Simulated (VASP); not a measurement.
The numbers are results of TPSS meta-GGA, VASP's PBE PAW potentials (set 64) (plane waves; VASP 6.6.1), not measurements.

VASP input:

INCAR:
```
SYSTEM = TiCo
PREC = Accurate
ENCUT = 520
EDIFF = 1E-6
NELM = 100
ALGO = Normal
LREAL = .FALSE.
LASPH = .TRUE.
ISMEAR = 1
SIGMA = 0.1
METAGGA = TPSS
LMIXTAU = .TRUE.
LMAXMIX = 4
LWAVE = .FALSE.
LCHARG = .FALSE.
IBRION = 2
ISIF = 3
NSW = 60
EDIFFG = -0.01
```

File KPOINTS:
```
Automatic mesh
0
Gamma
11 11 11
0 0 0
```

POSCAR:
```
TiCo
1.0
  2.9900000000   0.0000000000   0.0000000000
  0.0000000000   2.9900000000   0.0000000000
  0.0000000000   0.0000000000   2.9900000000
Ti Co
1 1
Cartesian
  0.0000000000   0.0000000000   0.0000000000
  1.4950000000   1.4950000000   1.4950000000
```

POTCAR, in this order: Ti_sv Co (PBE.64 set). Program: vasp_std.

Energy and stress use the plane-wave basis of the starting cell.

Task: What does the run give for the energy per atom (σ→0), volume per atom, band gap (on the k-mesh)?

Result: 
| Quantity | Result |
|---|---|
| energy per atom (σ→0) | -15.228 eV/atom |
| band gap (on the k-mesh) | none (metal, semimetal or under 0.01 eV) |
| volume per atom | 12.79 Å³/atom |

**OSZICAR**
```
...
DAV:   7    -0.304540198609E+02   -0.55422E-02   -0.28951E-02  2208   0.220E+00    0.158E-01
DAV:   8    -0.304550599234E+02   -0.10401E-02   -0.10858E-03  1598   0.502E-01    0.130E-01
DAV:   9    -0.304547006522E+02    0.35927E-03   -0.14442E-03  2392   0.347E-01    0.511E-02
DAV:  10    -0.304549790489E+02   -0.27840E-03   -0.22700E-04  1598   0.190E-01    0.526E-02
DAV:  11    -0.304549753890E+02    0.36600E-05   -0.20627E-04  2320   0.132E-01    0.860E-03
DAV:  12    -0.304549820130E+02   -0.66240E-05   -0.70171E-06  1606   0.297E-02    0.270E-03
DAV:  13    -0.304549822708E+02   -0.25785E-06   -0.22491E-07   828   0.601E-03
   3 F= -.30454982E+02 E0= -.30455056E+02  d E =-.291793E-01
```

The compound is TiCo in the CsCl type structure. This run relaxes it. Symmetry was kept, so distortions that lower it aren't found. The run is not spin-polarised, so no magnetic state was tried. The electron count is odd and the run is not spin-polarised, which forces a metal.
